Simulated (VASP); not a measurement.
Data:

```
WO3
1.0
    5.28020     0.00000     0.00017
    0.00000     5.18954     0.00000
   -0.20042     0.00000     7.58296
W O
4 12
Direct
  0.74640   0.26601   0.72015
  0.25360   0.73399   0.27985
  0.25360   0.76601   0.77985
  0.74640   0.23399   0.22015
  0.45936   0.03373   0.21674
  0.54064   0.96627   0.78326
  0.54064   0.53373   0.28326
  0.45936   0.46627   0.71674
  0.25163   0.68430   0.00815
  0.74837   0.31570   0.99185
  0.74837   0.18430   0.49185
  0.25163   0.81570   0.50815
  0.03301   0.03823   0.78338
  0.96699   0.96177   0.21662
  0.96699   0.53823   0.71662
  0.03301   0.46177   0.28338
```

Calculation: LDA (Ceperley-Alder, Perdew-Zunger), VASP's LDA PAW potentials (set 64) (plane waves; VASP). Settings: LREAL = Auto, 520 eV cut-off, 5×5×4 Γ-centred mesh, tetrahedra with Blöchl corrections, potentials W_sv O.

The cores are frozen, which limits the accuracy of field gradients.

**Question.** Give the principal components of the electric field gradient (V/Å²) and the asymmetry η at each nucleus.

**Answer.** 
```csv
atom,Vxx,Vyy,Vzz,η
W1,-66.8,-30.6,97.3,0.37
W2,-66.8,-30.6,97.3,0.37
W3,-66.8,-30.6,97.3,0.37
W4,-66.8,-30.6,97.3,0.37
O5,-18.5,-14.1,32.6,0.13
O6,-18.5,-14.1,32.6,0.13
O7,-18.5,-14.1,32.6,0.13
O8,-18.5,-14.1,32.6,0.13
O9,-14.3,-7.8,22.1,0.29
O10,-14.3,-7.8,22.1,0.29
O11,-14.3,-7.8,22.1,0.29
O12,-14.3,-7.8,22.1,0.29
O13,-20.7,-8.1,28.8,0.44
O14,-20.7,-8.1,28.8,0.44
O15,-20.7,-8.1,28.8,0.44
O16,-20.7,-8.1,28.8,0.44
```

The structure comes from a computed database's WO3 entry (P2_1/c); how it stands against other phases isn't given here. It was relaxed first.
